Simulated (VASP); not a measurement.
```yaml
crystal:
  lattice:
    - [4.15980, 0.00000, 0.00000]
    - [0.00000, 4.15980, 0.00000]
    - [0.00000, 0.00000, 4.15980]
  atoms:
    - { symbol: Ba, position: [0.00000, 0.00000, 0.00000] }
    - { symbol: Zr, position: [0.50000, 0.50000, 0.50000] }
    - { symbol: O, position: [0.50000, 0.00000, 0.50000] }
    - { symbol: O, position: [0.00000, 0.50000, 0.50000] }
    - { symbol: O, position: [0.50000, 0.50000, 0.00000] }
```

Level of theory: LDA (Ceperley-Alder, Perdew-Zunger) with spin-orbit coupling, VASP's LDA PAW potentials (set 64) (plane waves; VASP). Run with 520 eV cut-off, 5×5×5 Γ-centred mesh, Gaussian smearing of 0.050 eV, potentials Ba_sv Zr_sv O.

### Question
Give the energies of bands 33 to 46 at the high-symmetry points, in eV from the valence-band maximum.

### Answer

| band | Γ | X | M | R |
|---|---|---|---|---|
| 33 | -1.03 | -1.80 | -0.99 | -2.43 |
| 34 | -1.03 | -1.80 | -0.99 | -2.43 |
| 35 | -0.29 | -1.74 | -0.88 | -0.02 |
| 36 | -0.29 | -1.74 | -0.88 | -0.02 |
| 37 | -0.15 | -0.47 | -0.73 | 0.00 |
| 38 | -0.15 | -0.47 | -0.73 | 0.00 |
| 39 | -0.15 | -0.36 | -0.09 | 0.00 |
| 40 | -0.15 | -0.36 | -0.09 | 0.00 |
| 41 | 3.08 | 3.58 | 5.74 | 5.97 |
| 42 | 3.08 | 3.58 | 5.74 | 5.97 |
| 43 | 3.08 | 5.76 | 5.78 | 5.97 |
| 44 | 3.08 | 5.76 | 5.78 | 5.97 |
| 45 | 3.16 | 5.83 | 6.51 | 6.02 |
| 46 | 3.16 | 5.83 | 6.51 | 6.02 |

The gap is indirect, 3.08 eV, from the valence maximum at R to the conduction minimum at Γ.

The compound is BaZrO3 in the cubic perovskite structure. It was relaxed first.
